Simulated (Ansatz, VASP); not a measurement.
**TaO: VASP beside Ansatz**

File INCAR:

```
SYSTEM = TaO
PREC = Accurate ; ENCUT = 520
EDIFF = 1E-6 ; ISMEAR = 0
SIGMA = 0.1 ; LREAL = .False.
LASPH = .True. ; NELM = 150
ALGO = Normal ; ISIF = 2
LWAVE = .False. ; LCHARG = .False.
ISPIN = 2 ; MAGMOM = 1 0
LORBIT = 11 ; LMAXMIX = 4
GGA = PE ; NBANDS = 20
```

Contents of KPOINTS:

```
Automatic mesh
0
Gamma
  6 6 6
  0 0 0
```

The input POSCAR:

```
TaO
1.0
    2.9840323423      0.0000000000      0.0000000000
    0.0000000000      2.9840323423      0.0000000000
    0.0000000000      0.0000000000      2.8884652803
Ta O
1 1
Direct
    0.5000000000      0.5000000000      0.0000000000
    0.0000000000      0.0000000000      0.0000000000
```

Input for Ansatz:

```yaml
crystal:
  lattice:
    - [2.9840323423, 0.0, 0.0]
    - [0.0, 2.9840323423, 0.0]
    - [0.0, 0.0, 2.8884652803]
  atoms:
    - { symbol: Ta, position: [0.5, 0.5, 0.0], spin: 1.0 }
    - { symbol: O, position: [0.0, 0.0, 0.0] }
basis:
  ecutwfc: 420
kpoints:
  mp_grid: { grid: [6, 6, 6] }
hamiltonian:
  xc: pbe
scf:
  occupations: { method: gaussian, width: 0.1 }
  lower_state_search: "off"
output:
  forces: true
  stress: true
  eigenvalues: true
  populations: true
magnetization:
  spin_polarized: true
```

Alike in both runs: task single point; functional PBE; k mesh 6 × 6 × 6; occupations gaussian, width 0.1 eV; collinear spin.

|  | VASP | Ansatz |
| --- | --- | --- |
| version | VASP 6.6.1 | Ansatz 0.2.0 |
| potentials or method | VASP PAW PBE potentials, release 64 (Ta_pv, O) | scalar-relativistic, plane waves, PAW |
| plane-wave cutoff (eV) | 520 | 420 |
| valence electrons in the cell | 17 | 19 |

|  | VASP | Ansatz | Ansatz less VASP |
| --- | --- | --- | --- |
| gap on the k mesh at the Fermi level (eV) | none | none | - |
| pressure (GPa) | 0.5 | 0.0 | -0.45 |
| largest component of the traceless stress (GPa) | 0.48 | 0.01 | -0.475 |
| net moment per atom (μB) | 0.00 | 0.00 | 0.000 |

A gap of «none» marks a metal or a gap that the smearing closes. The functional is the same, so the differences come from potentials, cutoffs and numerics. The two sets of potentials don't hold the same shells in valence. Ansatz warned: «seeded_moment_not_kept».

Caveats: the k mesh is coarse (spacing up to 0.36 Å⁻¹), so the values aren't converged. Spin-orbit coupling is left out, which matters for the levels of Ta.
